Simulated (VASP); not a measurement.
These are PBEsol GGA, VASP's PBE PAW potentials (set 64) (plane waves; VASP 6.6.1) values and carry that method's errors.

Input for VASP

### KPOINTS
```
k-points along high-symmetry lines
8
Line-mode
Reciprocal
  0.000000   0.000000   0.000000 ! GAMMA
 -0.500000  -0.500000   0.000000 ! Y

 -0.500000  -0.500000   0.000000 ! Y
 -0.625000  -0.375000   0.000000 ! C_0

 -0.375000   0.375000   0.000000 ! SIGMA_0
  0.000000   0.000000   0.000000 ! GAMMA

  0.000000   0.000000   0.000000 ! GAMMA
  0.500000   0.500000   0.500000 ! Z

  0.500000   0.500000   0.500000 ! Z
  0.125000   0.875000   0.500000 ! A_0

 -0.125000   0.125000   0.500000 ! E_0
  0.000000   0.000000   0.500000 ! T

  0.000000   0.000000   0.500000 ! T
 -0.500000  -0.500000   0.000000 ! Y

  0.000000   0.000000   0.000000 ! GAMMA
 -0.500000   0.000000   0.000000 ! S

 -0.500000   0.000000   0.000000 ! S
  0.000000   0.500000   0.500000 ! R

  0.000000   0.500000   0.500000 ! R
  0.500000   0.500000   0.500000 ! Z

  0.500000   0.500000   0.500000 ! Z
  0.000000   0.000000   0.500000 ! T
```

INCAR:
```
! general
SYSTEM =AgIr3
PREC   =Accurate
ENCUT  =400
LREAL  =.False.
LASPH  =.True.
ICHARG =11

! electronic loop
EDIFF  =1E-7
NELM   =100
ALGO   =Normal
LMAXMIX=6

! smearing
ISMEAR =0
SIGMA  =0.05

! functional
GGA    =PS

! output
LWAVE  =.False.
LCHARG =.False.
LORBIT =11
```

### POSCAR
```
AgIr3
1
   -0.0116208917     3.8528945654     3.9234009451
    3.8528945654    -0.0116208917     3.9234009451
    1.9206368368     1.9206368368    -0.0000000000
Ir Ag
3 1
Direct
  0.0000000000   0.0000000000   0.0000000000
  0.0000000000   0.5000000000   0.0000000000
  0.5000000000   0.0000000000   0.0000000000
  0.5000000000   0.5000000000   0.0000000000
```

POTCAR, in this order: Ir Ag (PBE.64 set). Program: vasp_std. Read from the step before: CHGCAR.

The run wrote:

OUTCAR:
```
 ion  position               nearest neighbor table
   1  0.000  0.000  0.000-   4 2.73   4 2.73   2 2.75   2 2.75   3 2.75   3 2.75   3 2.75   2 2.75
                             3 2.75   2 2.75
   2  0.000  0.500  0.000-   3 2.73   3 2.73   1 2.75   1 2.75   4 2.75   4 2.75   4 2.75   1 2.75
                             1 2.75   4 2.75
   3  0.500  0.000  0.000-   2 2.73   2 2.73   4 2.75   1 2.75   1 2.75   4 2.75   4 2.75   1 2.75
                             1 2.75   4 2.75
   4  0.500  0.500  0.000-   1 2.73   1 2.73   3 2.75   2 2.75   2 2.75   3 2.75   3 2.75   2 2.75
                             3 2.75   2 2.75
  LATTYP: Found a base centered orthorhombic cell.
 ALAT       =     5.4652501714
 B/A-ratio  =     1.4357626173
 C/A-ratio  =     0.4969929240
 Subroutine PRICEL returns:
 Original cell was already a primitive cell.
 Subroutine GETGRP returns: Found  8 space group operations
The static configuration has the point symmetry D_2h.
The dynamic configuration has the point symmetry D_2h.
 Subroutine INISYM returns: Found  8 space group operations
   k-points           NKPTS =     88   k-points in BZ     NKDIM =     88   number of bands    NBANDS=     23
   number of dos      NEDOS =    301   number of ions     NIONS =      4
   total plane-waves  NPLWV =  23328
   dimension x,y,z NGX =    36 NGY =   36 NGZ =   18
   dimension x,y,z NGXF=    72 NGYF=   72 NGZF=   36
   ions per type =               3   1
   PREC   = accura    normal or accurate (medium, high low for compatibility)
   ISTART =      0    job   : 0-new  1-cont  2-samecut
   ICHARG =     11    charge: 1-file 2-atom 10-const
   ISPIN  =      1    spin polarized calculation?
   LNONCOLLINEAR =      F non collinear calculations
   LSORBIT =      F    spin-orbit coupling
   INIWAV =      1    electr: 0-lowe 1-rand  2-diag
   ENCUT  =  400.0 eV  29.40 Ry    5.42 a.u.   8.97  8.97  4.43*2*pi/ulx,y,z
   NELM   =    100;   NELMIN=  2; NELMDL= -5     # of ELM steps
   EDIFF  = 0.1E-06   stopping-criterion for ELM
   LREAL  =      F    real-space projection
   NLSPLINE    = F    spline interpolate recip. space projectors
   LMAXMIX     =    6 max onsite mixed and CHGCAR
   VOSKOWN=      0    Vosko Wilk Nusair interpolation
   EDIFFG = 0.1E-05   stopping-criterion for IOM
...
```

OSZICAR:
```
       N       E                     dE             d eps       ncg     rms          rms(c)
DAV:   1     0.310301476978E+03    0.31030E+03   -0.15603E+04  4072   0.134E+03
DAV:   2    -0.121618061859E+02   -0.32246E+03   -0.31175E+03  4181   0.422E+02
DAV:   3    -0.289640059194E+02   -0.16802E+02   -0.16090E+02  5320   0.925E+01
DAV:   4    -0.294952441537E+02   -0.53124E+00   -0.51837E+00  4610   0.173E+01
DAV:   5    -0.295109404825E+02   -0.15696E-01   -0.15661E-01  5020   0.245E+00
DAV:   6    -0.295114330542E+02   -0.49257E-03   -0.49252E-03  5059   0.418E-01
DAV:   7    -0.295114440464E+02   -0.10992E-04   -0.10991E-04  5183   0.586E-02
DAV:   8    -0.295114444698E+02   -0.42346E-06   -0.42418E-06  4882   0.997E-03
DAV:   9    -0.295114444826E+02   -0.12822E-07   -0.13230E-07  3415   0.171E-03
   1 F= -.29511444E+02 E0= -.29509310E+02  d E =-.426802E-02
```

File OUTCAR:
```
 val. band max:        9.8248797201   @ k =   0.0000   0.0000   0.0000

 cond. band min:       9.8595252185   @ k =  -0.2143   0.0000   0.0000



 k-point     1 :       0.0000    0.0000    0.0000
  band No.  band energies     occupation
      1      -0.5256      2.00000
      2       2.0732      2.00000
      3       2.2094      2.00000
      4       2.4623      2.00000
      5       2.7808      2.00000
      6       4.9475      2.00000
      7       4.9535      2.00000
      8       5.1080      2.00000
      9       5.3863      2.00000
     10       5.6557      2.00000
     11       6.1601      2.00000
     12       6.3466      2.00000
     13       7.6883      2.00000
     14       7.8759      2.00000
     15       9.1028      2.00000
     16       9.1811      2.00000
     17       9.3345      2.00000
     18       9.7412      1.99675
     19       9.8249      1.43492
     20      10.1164      0.00000
     21      10.8483      0.00000
     22      11.1459      0.00000
     23      11.1859      0.00000

 k-point     2 :      -0.0714   -0.0714    0.0000
  band No.  band energies     occupation
      1      -0.4569      2.00000
      2       2.1151      2.00000
      3       2.2402      2.00000
      4       2.4966      2.00000
      5       2.8108      2.00000
      6       4.9295      2.00000
      7       4.9763      2.00000
      8       5.1265      2.00000
      9       5.3944      2.00000
     10       5.6143      2.00000
     11       6.1515      2.00000
     12       6.3875      2.00000
     13       7.6168      2.00000
     14       7.8968      2.00000
     15       8.6446      2.00000
     16       8.8177      2.00000
     17       9.2859      2.00000
     18      10.0471      0.00000
     19      10.0678      0.00000
     20      10.1010      0.00000
     21      10.7958      0.00000
     22      10.9934      0.00000
     23      11.0481      0.00000

 k-point     3 :      -0.1429   -0.1429    0.0000
  band No.  band energies     occupation
...
```

The density is held fixed in this step, so its total energy and stress have no physical meaning. Unless said otherwise, spin-orbit coupling is left out, though it shifts the bands of the heavy elements here.

The structure was generated: AgIr3 was put into an ordered model structure (Cmmm), which need not be its known phase. It was relaxed first.
